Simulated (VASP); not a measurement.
All values below come from PBEsol GGA with spin-orbit coupling, VASP's PBE PAW potentials (set 64) (plane waves; VASP).

VASP ran on this input.

**INCAR**
```
! general
SYSTEM      =  Ta
PREC        =  Accurate
ENCUT       =  400
LREAL       =  .FALSE.
LASPH       =  .TRUE.

! electronic loop
EDIFF       =  1E-6
NELM        =  100
ALGO        =  Normal
LMAXMIX     =  6

! smearing
ISMEAR      =  0
SIGMA       =  0.05

! functional
GGA         =  PS
GGA_COMPAT  =  .FALSE.

! spin
MAGMOM      =  6*0
LSORBIT     =  .TRUE.

! output
LWAVE       =  .FALSE.
LCHARG      =  .FALSE.
```

KPOINTS_OPT:
```
k-points along high-symmetry lines
8
Line-mode
Reciprocal
  0.000000   0.000000   0.000000 ! GAMMA
  0.500000   0.000000   0.500000 ! X

  0.500000   0.000000   0.500000 ! X
  0.625000   0.250000   0.625000 ! U

  0.375000   0.375000   0.750000 ! K
  0.000000   0.000000   0.000000 ! GAMMA

  0.000000   0.000000   0.000000 ! GAMMA
  0.500000   0.500000   0.500000 ! L

  0.500000   0.500000   0.500000 ! L
  0.500000   0.250000   0.750000 ! W

  0.500000   0.250000   0.750000 ! W
  0.500000   0.000000   0.500000 ! X
```

POSCAR:
```
Ta
4.2478850
  0.0000000000   0.7071067674   0.7071067674
  0.7071067674   0.0000000000   0.7071067674
  0.7071067674   0.7071067674   0.0000000000
Ta
2
Cartesian
  1.0606601511   1.0606601511   1.0606601511
  0.7071067674   0.7071067674   0.7071067674
```

### KPOINTS
```
Automatic mesh
0
Gamma
10 10 10
0 0 0
```

POTCAR, in this order: Ta_pv (PBE.64 set). Program: vasp_ncl.

The resulting files:

File OUTCAR:
```
 ion  position               nearest neighbor table
   1  0.750  0.750  0.750-   2 2.60   2 2.60   2 2.60   2 2.60
   2  0.500  0.500  0.500-   1 2.60   1 2.60   1 2.60   1 2.60
  LATTYP: Found a face centered cubic cell.
 ALAT       =     6.0074164612
 Subroutine PRICEL returns:
 Original cell was already a primitive cell.
 Subroutine GETGRP returns: Found 48 space group operations
The static configuration has the point symmetry T_d .
 The point group associated with its full space group is O_h .
The dynamic configuration has the point symmetry T_d .
The overall configuration has the point symmetry T_d .
 Subroutine INISYM returns: Found 48 space group operations
 Subroutine IBZKPT returns following result:
 Found     47 irreducible k-points:

 Following reciprocal coordinates:
            Coordinates               Weight
  0.000000  0.000000  0.000000      1.000000
  0.100000  0.000000  0.000000      8.000000
  0.200000  0.000000  0.000000      8.000000
  0.300000  0.000000  0.000000      8.000000
  0.400000  0.000000  0.000000      8.000000
  0.500000  0.000000  0.000000      4.000000
  0.100000  0.100000  0.000000      6.000000
  0.200000  0.100000  0.000000     24.000000
  0.300000  0.100000  0.000000     24.000000
  0.400000  0.100000  0.000000     24.000000
  0.500000  0.100000  0.000000     24.000000
 -0.400000  0.100000  0.000000     24.000000
 -0.300000  0.100000  0.000000     24.000000
 -0.200000  0.100000  0.000000     24.000000
 -0.100000  0.100000  0.000000     12.000000
  0.200000  0.200000  0.000000      6.000000
  0.300000  0.200000  0.000000     24.000000
  0.400000  0.200000  0.000000     24.000000
  0.500000  0.200000  0.000000     24.000000
 -0.400000  0.200000  0.000000     24.000000
 -0.300000  0.200000  0.000000     24.000000
 -0.200000  0.200000  0.000000     12.000000
  0.300000  0.300000  0.000000      6.000000
  0.400000  0.300000  0.000000     24.000000
  0.500000  0.300000  0.000000     24.000000
 -0.400000  0.300000  0.000000     24.000000
 -0.300000  0.300000  0.000000     12.000000
  0.400000  0.400000  0.000000      6.000000
  0.500000  0.400000  0.000000     24.000000
 -0.400000  0.400000  0.000000     12.000000
  0.500000  0.500000  0.000000      3.000000
  0.300000  0.200000  0.100000     24.000000
  0.400000  0.200000  0.100000     48.000000
  0.500000  0.200000  0.100000     48.000000
 -0.400000  0.200000  0.100000     24.000000
  0.400000  0.300000  0.100000     24.000000
  0.500000  0.300000  0.100000     48.000000
 -0.400000  0.300000  0.100000     48.000000
 -0.300000  0.300000  0.100000     48.000000
 -0.200000  0.300000  0.100000     24.000000
   k-points           NKPTS =     47   k-points in BZ     NKDIM =     47   number of bands    NBANDS=     30
   number of dos      NEDOS =    301   number of ions     NIONS =      2
   total plane-waves  NPLWV =  21952
   dimension x,y,z NGX =    28 NGY =   28 NGZ =   28
   dimension x,y,z NGXF=    56 NGYF=   56 NGZF=   56
   ions per type =               2
   PREC   = accura    normal or accurate (medium, high low for compatibility)
   ISTART =      0    job   : 0-new  1-cont  2-samecut
   ICHARG =      2    charge: 1-file 2-atom 10-const
   ISPIN  =      1    spin polarized calculation?
   LNONCOLLINEAR =      T non collinear calculations
   LSORBIT =      T    spin-orbit coupling
   INIWAV =      1    electr: 0-lowe 1-rand  2-diag
   ENCUT  =  400.0 eV  29.40 Ry    5.42 a.u.   6.93  6.93  6.93*2*pi/ulx,y,z
   NELM   =    100;   NELMIN=  2; NELMDL= -5     # of ELM steps
   EDIFF  = 0.1E-05   stopping-criterion for ELM
   LREAL  =      F    real-space projection
...
```

File OSZICAR:
```
       N       E                     dE             d eps       ncg     rms          rms(c)
DAV:   1     0.176809805375E+03    0.17681E+03   -0.10960E+04  2988   0.118E+03
DAV:   2    -0.134482395105E+02   -0.19026E+03   -0.18452E+03  3216   0.370E+02
DAV:   3    -0.207141707288E+02   -0.72659E+01   -0.67162E+01  3680   0.646E+01
DAV:   4    -0.209079282825E+02   -0.19376E+00   -0.19155E+00  3326   0.922E+00
DAV:   5    -0.209137517776E+02   -0.58235E-02   -0.58208E-02  3732   0.135E+00    0.134E+01
DAV:   6    -0.206315046208E+02    0.28225E+00   -0.43776E-01  3210   0.570E+00    0.704E+00
DAV:   7    -0.205573319349E+02    0.74173E-01   -0.18185E-01  3310   0.403E+00    0.180E+00
DAV:   8    -0.205534332291E+02    0.38987E-02   -0.69148E-03  3196   0.685E-01    0.689E-01
DAV:   9    -0.205521639372E+02    0.12693E-02   -0.30070E-03  3084   0.313E-01    0.623E-02
DAV:  10    -0.205521969420E+02   -0.33005E-04   -0.12760E-04  3528   0.740E-02    0.206E-02
DAV:  11    -0.205522019925E+02   -0.50505E-05   -0.46175E-06  3184   0.193E-02    0.398E-03
DAV:  12    -0.205522019243E+02    0.68231E-07   -0.24203E-07  1710   0.541E-03
   1 F= -.20552202E+02 E0= -.20550008E+02  d E =-.438728E-02  mag=    -0.0000    -0.0000    -0.0000
       N       E                     dE             ncg
       N       E                     dE             ncg
```

**OUTCAR**
```
------------------------ aborting loop because EDIFF is reached ----------------------------------------
  FORCE on cell =-STRESS in cart. coord.  units (eV):
  Direction    XX          YY          ZZ          XY          YZ          ZX
  --------------------------------------------------------------------------------------
  Total       -0.0869005     -0.0869005     -0.0869005      0.0000000      0.0000000      0.0000000
  in kB       -2.5687964     -2.5687964     -2.5687964      0.0000000      0.0000000      0.0000000
  external PRESSURE =      -2.5687964 kB  Pullay stress =       0.0000000 kB
  volume of cell :       54.20
      direct lattice vectors                 reciprocal lattice vectors
     0.000000000  3.003708231  3.003708231    -0.166460908  0.166460908  0.166460908
     3.003708231  0.000000000  3.003708231     0.166460908 -0.166460908  0.166460908
     3.003708231  3.003708231  0.000000000     0.166460908  0.166460908 -0.166460908
 POSITION                                       TOTAL-FORCE (eV/Angst)
 -----------------------------------------------------------------------------------
      4.50556      4.50556      4.50556        -0.000000     -0.000000     -0.000000
      3.00371      3.00371      3.00371         0.000000      0.000000      0.000000
 -----------------------------------------------------------------------------------
    total drift:                                0.000000      0.000000      0.000000
  FREE ENERGIE OF THE ION-ELECTRON SYSTEM (eV)
  ---------------------------------------------------
  free  energy   TOTEN  =       -20.5522019243 eV

  energy  without entropy=      -20.5478146435  energy(sigma->0) =      -20.55000828

 Ion:    1  E_soc:     -1.4926173

 Ion:    2  E_soc:     -1.4926173
```
(Selected blocks of OUTCAR.)

The structure was generated: Ta was put into the diamond type (Fd-3m), which need not be its known phase. It was relaxed first, which changed the volume by +6 %.
